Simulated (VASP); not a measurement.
```
Br
1.0
    3.73849     0.00000     0.00000
   -1.86924     3.23763     0.00000
    0.00000     0.00000     4.26773
Br
2
Direct
  0.33333   0.66667   0.25000
  0.66667   0.33333   0.75000
```

All values below come from PBEsol GGA, VASP's PBE PAW potentials (set 64) (plane waves; VASP). Run with 400 eV cut-off, 13×13×10 Γ-centred mesh, tetrahedra with Blöchl corrections, potentials Br.

Problem. Predict the energy per atom (σ→0), band gap (on the k-mesh) with the smallest direct gap where there is one.

Solution. 
- band gap (on the k-mesh) = none (metal, semimetal or under 0.01 eV)
- energy per atom (σ→0) = -1.409 eV/atom

Only differences to runs with the same potentials and settings are physical.

The structure was generated: Br was put into the hcp type (P6_3/mmc), which need not be its known phase. It was relaxed first.
